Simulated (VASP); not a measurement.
# Zr3PdSe4 (P6/mmm) in VASP: relaxation of cell and atoms with PBE

Aim: the relaxation of cell and atoms of Zr3PdSe4 with PBE.

All numbers are computed with VASP 6.6.1; they aren't measurements. Logs are shortened: lines on timing, memory, paths and dates and some standing lists are left out, and cuts for length are marked.

### 1 The crystal as given

It takes space group P6/mmm (No. 191, hexagonal). The conventional cell has a = 5.025 Å, b = 5.025 Å, c = 8.634 Å, α = 90.00°, β = 90.00°, γ = 120.00°. Zr (site symmetry mmm) is surrounded by 4 Zr at 2.51 Å and 4 Se at 2.70 Å. Around Pd (site symmetry 6/mmm) lie 12 Se at 3.55 Å. Se (site symmetry 3m) has 3 Zr at 2.70 Å and 3 Se at 2.90 Å as nearest neighbours.

The cell was built by a generator and needn't be a form met in nature.

### 2 Relaxation of cell and atoms, PBE

The input, INCAR:

```
SYSTEM = Zr3PdSe4
PREC     = Normal         ! precision mode
ENCUT    = 520            ! plane-wave cutoff, eV
EDIFF    = 1E-4           ! SCF threshold, eV
ISMEAR   = 0              ! smearing method
SIGMA    = 0.15           ! smearing width, eV
LREAL    = .FALSE.        ! projectors in reciprocal space
LASPH    = .TRUE.         ! aspherical terms in the spheres
NELM     = 60             ! most SCF steps
ALGO     = Fast           ! electronic algorithm
ISIF     = 3              ! what is computed and relaxed
LWAVE    = .FALSE.        ! write WAVECAR
LCHARG   = .FALSE.        ! write CHGCAR
GGA      = PE             ! functional
IBRION   = 2              ! ionic algorithm
NSW      = 24             ! ionic steps
EDIFFG   = -0.08          ! ionic threshold
```

The input, KPOINTS:

```
regular mesh
0
G
  3 3 2
  0 0 0
```

The input, POSCAR:

```
Zr3PdSe4
1.0
    5.0252590400      0.0000000000      0.0000000000
   -2.5126295200      4.3520019900      0.0000000000
    0.0000000000      0.0000000000      8.6339521900
Zr Pd Se
3 1 4
Direct
    0.5000000000      0.0000000000      0.5000000000
    0.0000000000      0.5000000000      0.5000000000
    0.5000000000      0.5000000000      0.5000000000
    0.0000000000      0.0000000000      0.0000000000
    0.3333333300      0.6666666700      0.2363937500
    0.6666666700      0.3333333300      0.2363937500
    0.6666666700      0.3333333300      0.7636062500
    0.3333333300      0.6666666700      0.7636062500
```

Potentials or basis: VASP PAW PBE potentials, release 64 (Zr_sv, Pd, Se).

On the command line:

```
> cat potpaw_PBE.64/Zr_sv/POTCAR potpaw_PBE.64/Pd/POTCAR potpaw_PBE.64/Se/POTCAR > POTCAR
> mpirun -np 1 vasp_std > vasp.out
```

OUTCAR:

```text
SYSTEM = Zr3PdSe4
   PREC = Normal
   ENCUT = 520
   EDIFF = 1E-4
   ISMEAR = 0
   LREAL = .FALSE.
   LASPH = .TRUE.
   NELM = 60
   ISIF = 3
   GGA = PE
   IBRION = 2
   NSW = 24
   EDIFFG = -0.08

 ion  position               nearest neighbor table
   1  0.500  0.000  0.500-   2 2.51   3 2.51   3 2.51   2 2.51   7 2.70   8 2.70   5 2.70   6 2.70

   2  0.000  0.500  0.500-   3 2.51   3 2.51   1 2.51   1 2.51   7 2.70   8 2.70   5 2.70   6 2.70

   3  0.500  0.500  0.500-   2 2.51   2 2.51   1 2.51   1 2.51   7 2.70   8 2.70   5 2.70   6 2.70

   4  0.000  0.000  0.000-
   5  0.333  0.667  0.236-   2 2.70   1 2.70   3 2.70
   6  0.667  0.333  0.236-   2 2.70   1 2.70   3 2.70
   7  0.667  0.333  0.764-   2 2.70   1 2.70   3 2.70
   8  0.333  0.667  0.764-   2 2.70   1 2.70   3 2.70

  LATTYP: Found a hexagonal cell.
 ALAT       =     5.0252590400
 C/A-ratio  =     1.7181108718

  Lattice vectors:

 A1 = (   5.0252590400,   0.0000000000,   0.0000000000)
 A2 = (  -2.5126295200,   4.3520019900,   0.0000000000)
 A3 = (   0.0000000000,   0.0000000000,   8.6339521900)

Analysis of symmetry for initial positions (statically):
=====================================================================
 Subroutine PRICEL returns:
 Original cell was already a primitive cell.

 Routine SETGRP: Setting up the symmetry group for a
 hexagonal supercell.

 Subroutine GETGRP returns: Found 24 space group operations
 (whereof 24 operations were pure point group operations)
 out of a pool of 24 trial point group operations.

The static configuration has the point symmetry D_6h.

Analysis of symmetry for dynamics (positions and initial velocities):
=====================================================================
 Subroutine PRICEL returns:
 Original cell was already a primitive cell.

 Routine SETGRP: Setting up the symmetry group for a
 hexagonal supercell.

 Subroutine GETGRP returns: Found 24 space group operations
 (whereof 24 operations were pure point group operations)
 out of a pool of 24 trial point group operations.

The dynamic configuration has the point symmetry D_6h.

 Subroutine INISYM returns: Found 24 space group operations
 (whereof 24 operations are pure point group operations),
 and found     1 'primitive' translations

----------------------------------------------------------------------------------------

                                     Primitive cell

  volume of cell :     188.8240

  direct lattice vectors                    reciprocal lattice vectors
     5.025259040  0.000000000  0.000000000     0.198994717  0.114889653  0.000000000
    -2.512629520  4.352001990  0.000000000     0.000000000  0.229779307  0.000000000
     0.000000000  0.000000000  8.633952190     0.000000000  0.000000000  0.115821813

  length of vectors
     5.025259040  5.025259041  8.633952190     0.229779307  0.229779307  0.115821813

  position of ions in fractional coordinates (direct lattice)
     0.500000000  0.000000000  0.500000000
     0.000000000  0.500000000  0.500000000
     0.500000000  0.500000000  0.500000000
     0.000000000  0.000000000  0.000000000
     0.333333330  0.666666670  0.236393750
     0.666666670  0.333333330  0.236393750
     0.666666670  0.333333330  0.763606250
     0.333333330  0.666666670  0.763606250

  ion indices of the primitive-cell ions
   primitive index   ion index
                 1           1
                 2           2
                 3           3
                 4           4
                 5           5
                 6           6
                 7           7
                 8           8

----------------------------------------------------------------------------------------

 KPOINTS: regular mesh

Automatic generation of k-mesh.
 Grid dimensions read from file:
 generate k-points for:    3    3    2

 Generating k-lattice:

  Cartesian coordinates                     Fractional coordinates (reciprocal lattice)
     0.066331572  0.038296551  0.000000000     0.333333333 -0.000000000  0.000000000
     0.000000000  0.076593102  0.000000000     0.000000000  0.333333333  0.000000000
     0.000000000  0.000000000  0.057910907     0.000000000  0.000000000  0.500000000

  Length of vectors
     0.076593102  0.076593102  0.057910907

  Shift w.r.t. Gamma in fractional coordinates (k-lattice)
     0.000000000  0.000000000  0.000000000

 Subroutine IBZKPT returns following result:
 ===========================================

 Found      6 irreducible k-points:

 Following reciprocal coordinates:
            Coordinates               Weight
  0.000000  0.000000  0.000000      1.000000
  0.333333  0.000000  0.000000      6.000000
  0.333333  0.333333  0.000000      2.000000
  0.000000  0.000000  0.500000      1.000000
  0.333333  0.000000  0.500000      6.000000
  0.333333  0.333333  0.500000      2.000000
   k-points           NKPTS =      6   k-points in BZ     NKDIM =      6   number of bands    NBANDS=     42
   number of dos      NEDOS =    301   number of ions     NIONS =      8
   total plane-waves  NPLWV =  37632
   dimension x,y,z NGX =    28 NGY =   28 NGZ =   48
   dimension x,y,z NGXF=    56 NGYF=   56 NGZF=   96
   ions per type =               3   1   4
   NGX,Y,Z   is equivalent  to a cutoff of   9.26,  9.26,  9.24 a.u.
   NGXF,Y,Z  is equivalent  to a cutoff of  18.53, 18.53, 18.48 a.u.
 SYSTEM =  Zr3PdSe4
   PREC   = normal    normal or accurate (medium, high low for compatibility)
   ISTART =      0    job   : 0-new  1-cont  2-samecut
   ICHARG =      2    charge: 1-file 2-atom 10-const
   ISPIN  =      1    spin polarized calculation?
   LNONCOLLINEAR =      F non collinear calculations
   LSORBIT =      F    spin-orbit coupling
   LASPH  =      T    aspherical Exc in radial PAW
   ENCUT  =  520.0 eV  38.22 Ry    6.18 a.u.   9.34  9.34 16.05*2*pi/ulx,y,z
   NELM   =     60;   NELMIN=  2; NELMDL= -5     # of ELM steps
   EDIFF  = 0.1E-03   stopping-criterion for ELM
   LREAL  =      F    real-space projection
   EDIFFG = -.8E-01   stopping-criterion for IOM
   NSW    =     24    number of steps for IOM
   IBRION =      2    ionic relax: 0-MD 1-quasi-New 2-CG
   NFREE  =      1    steps in history (QN), initial steepest desc. (CG)
   ISIF   =      3    stress and relaxation
   ISYM   =      2    0-nonsym 1-usesym 2-fastsym
   POTIM  = 0.5000    time-step for ionic-motion
   TEBEG  =    0.0;   TEEND  =   0.0 temperature during run
   PSTRESS=    0.0 pullay stress
   NELECT =      70.0000    total number of electrons
   NUPDOWN=      -1.0000    fix difference up-down
   EMIN   =  10.00;   EMAX   =-10.00  energy-range for DOS
   EFERMI =   0.00;   METHOD = LEGACY
   ISMEAR =     0;   SIGMA  =   0.15  broadening in eV -4-tet -1-fermi 0-gaus
   EFERMI_NEDOS =   21; number of points for ismear=-14 and -15
   IALGO  =     68    algorithm
   IMIX   =      4    mixing-type and parameters
     AMIX     =   0.40;   BMIX     =  1.00
     AMIX_MAG =   1.60;   BMIX_MAG =  1.00
  volume/ion in A,a.u.               =      23.60       159.28
  Fermi-wavevector in a.u.,A,eV,Ry     =   1.176039  2.222392 18.817784  1.383068
  Thomas-Fermi vector in A             =   2.312410
   LORBIT       =      0    0 simple, 1 ext, 2 COOP (PROOUT), +10 PAW based schemes
   GGA     = PE    functional components
   LHFCALC =     F    Hartree Fock is set to
   AEXX    =    0.0000 exact exchange contribution
   IVDW    =     0    specifies the selected vdW correction
   LEPSILON=     F    determine dielectric tensor
   LRPA    =     F    only Hartree local field effects (RPA)
 conjugate gradient relaxation of ions
 non-spin polarized calculation
 RMM-DIIS sequential band-by-band and
 Gauss-broadening in eV      SIGMA  =   0.15
  energy-cutoff  :      520.00
  volume of cell :      188.82
 maximum number of plane-waves:      5145
   NGX = 19   NGY = 19   NGZ = 33

--------------------------------------- Ionic step        1  -------------------------------------------

 number of electron      69.9999996 magnetization

 Free energy of the ion-electron system (eV)
  ---------------------------------------------------
  ext. energy  EPLUGINS =         0.00000000
  ---------------------------------------------------
  free energy    TOTEN  =       -40.01973899 eV

  energy without entropy =      -39.92493074  energy(sigma->0) =      -39.97233486

 E-fermi :   5.4844     XC(G=0):  -9.8880

 val. band max:        5.4645504072   @ k =   0.3333   0.0000   0.5000
 cond. band min:       5.5650153090   @ k =   0.3333   0.3333   0.0000
 fundamental gap:      0.1004649018
 Fermi energy:         5.4843521175

 k-point     1 :       0.0000    0.0000    0.0000
  band No.  band energies     occupation
      1     -43.2587      2.00000
      2     -42.3194      2.00000
      3     -42.3194      2.00000
      4     -23.7834      2.00000
      5     -22.0033      2.00000
      6     -22.0033      2.00000
[... 575 lines left out ...]
 POSITION                                       TOTAL-FORCE (eV/Angst)
 -----------------------------------------------------------------------------------
      3.24756      0.00000      3.69696        -0.000000     -0.000000      0.000000
     -1.62378      2.81247      3.69696        -0.000000     -0.000000      0.000000
      1.62378      2.81247      3.69696        -0.000000     -0.000000      0.000000
     -0.00000      0.00000      0.00000        -0.000000     -0.000000      0.000000
     -0.00000      3.74996      1.79707        -0.000000     -0.000000     -0.118702
      3.24756      1.87498      1.79707         0.000000     -0.000000     -0.118702
      3.24756      1.87498      5.59685        -0.000000      0.000000      0.118702
     -0.00000      3.74996      5.59685         0.000000      0.000000      0.118702
 -----------------------------------------------------------------------------------
    total drift:                                0.000000      0.000000      0.000000

  FREE ENERGIE OF THE ION-ELECTRON SYSTEM (eV)
  ---------------------------------------------------
  free  energy   TOTEN  =       -47.0297651726 eV

  energy  without entropy=      -46.9236862682  energy(sigma->0) =      -46.97672572

--------------------------------------- Ionic step        9  -------------------------------------------

 number of electron      70.0000019 magnetization

 Free energy of the ion-electron system (eV)
  ---------------------------------------------------
  ext. energy  EPLUGINS =         0.00000000
  ---------------------------------------------------
  free energy    TOTEN  =       -47.02925062 eV

  energy without entropy =      -46.92141893  energy(sigma->0) =      -46.97533477

 E-fermi :   2.6724     XC(G=0):  -8.2147

 val. band max:        2.4541752062   @ k =   0.0000   0.0000   0.5000
 cond. band min:       2.6908987507   @ k =   0.3333   0.3333   0.0000
 fundamental gap:      0.2367235445
 Fermi energy:         2.6723635535

 k-point     1 :       0.0000    0.0000    0.0000
  band No.  band energies     occupation
      1     -46.6291      2.00000
      2     -46.5683      2.00000
      3     -46.5683      2.00000
      4     -25.0342      2.00000
      5     -24.7930      2.00000
      6     -24.7930      2.00000
[... 281 lines left out ...]
 POSITION                                       TOTAL-FORCE (eV/Angst)
 -----------------------------------------------------------------------------------
      3.25447      0.00000      3.69552        -0.000000      0.000000     -0.000000
     -1.62724      2.81846      3.69552        -0.000000      0.000000     -0.000000
      1.62724      2.81846      3.69552         0.000000      0.000000     -0.000000
     -0.00000      0.00000      0.00000        -0.000000      0.000000     -0.000000
     -0.00000      3.75794      1.79567        -0.000000      0.000000     -0.072352
      3.25447      1.87897      1.79567         0.000000      0.000000     -0.072352
      3.25447      1.87897      5.59536         0.000000     -0.000000      0.072352
     -0.00000      3.75794      5.59536        -0.000000     -0.000000      0.072352
 -----------------------------------------------------------------------------------
    total drift:                                0.000000      0.000000      0.000000

  FREE ENERGIE OF THE ION-ELECTRON SYSTEM (eV)
  ---------------------------------------------------
  free  energy   TOTEN  =       -47.0292506179 eV

  energy  without entropy=      -46.9214189310  energy(sigma->0) =      -46.97533477

 reached required accuracy - stopping structural energy minimisation
```

Wall time 2.7 min (1 thread of Intel Xeon 6975P-C (Granite Rapids), shared host); peak memory 0.22 GiB.

What came out:

| Item | Value |
| --- | --- |
| Free energy | -47.0293 eV |
| Relaxed volume | 33.90 Å³/atom |
| Relaxed cell | a = 6.509 Å, b = 6.509 Å, c = 7.391 Å, α = 90.00°, β = 90.00°, γ = 120.00° |
| Space group after relaxing (to 0.05 Å) | P6/mmm (No. 191) |
| Energy gained by relaxing | 876.2 meV/atom |
| Ionic steps | 9 |
| Pressure after relaxing | 0.0 GPa |
| Largest force after relaxing | 0.072 eV/Å |
| Band gap on the k mesh | none (metal or under the smearing width) |

Forces on the atoms (eV/Å):
```
Zr   0.000  0.000  0.000
Zr   0.000  0.000  0.000
Zr   0.000  0.000  0.000
Pd   0.000  0.000  0.000
Se   0.000  0.000 -0.072
Se   0.000  0.000 -0.072
Se   0.000  0.000  0.072
Se   0.000  0.000  0.072
```

Step by step:
| step | energy change (eV) | largest force (eV/Å) | pressure (GPa) | volume (Å³) |
| --- | --- | --- | --- | --- |
| 1 | 0.0000 | 0.7466 | 17.65 | 188.82 |
| 2 | -4.4378 | 2.2285 | -4.57 | 267.01 |
| 3 | -4.4483 | 2.1316 | -4.10 | 262.92 |
| 4 | -6.9692 | 0.0649 | 0.63 | 263.87 |
| 5 | -6.9811 | 0.3036 | 1.15 | 263.60 |
| 6 | -6.9791 | 0.3770 | 1.32 | 263.50 |
| 7 | -6.9980 | 0.0544 | -0.49 | 274.68 |
| 8 | -7.0100 | 0.1187 | 0.20 | 270.13 |
| 9 | -7.0095 | 0.0724 | 0.01 | 271.18 |

Final structure:
```cif
data_structure
_symmetry_space_group_name_H-M 'P 1'
_symmetry_Int_Tables_number 1
_cell_length_a 6.5089
_cell_length_b 6.5089
_cell_length_c 7.3910
_cell_angle_alpha 90.000
_cell_angle_beta 90.000
_cell_angle_gamma 120.000
_cell_volume 271.18
loop_
_atom_site_label
_atom_site_type_symbol
_atom_site_fract_x
_atom_site_fract_y
_atom_site_fract_z
_atom_site_occupancy
Zr1 Zr 0.50000 0.00000 0.50000 1
Zr2 Zr 0.00000 0.50000 0.50000 1
Zr3 Zr 0.50000 0.50000 0.50000 1
Pd1 Pd 0.00000 0.00000 0.00000 1
Se1 Se 0.33333 0.66667 0.24295 1
Se2 Se 0.66667 0.33333 0.24295 1
Se3 Se 0.66667 0.33333 0.75705 1
Se4 Se 0.33333 0.66667 0.75705 1
```

Caveat: the k mesh is coarse (spacing up to 0.48 Å⁻¹), so the values aren't converged; the volume moved by over 15 % at a fixed basis, so the end points are rough; the relaxation stopped at a loose force limit of 0.08 eV/Å, so its end isn't a converged minimum.
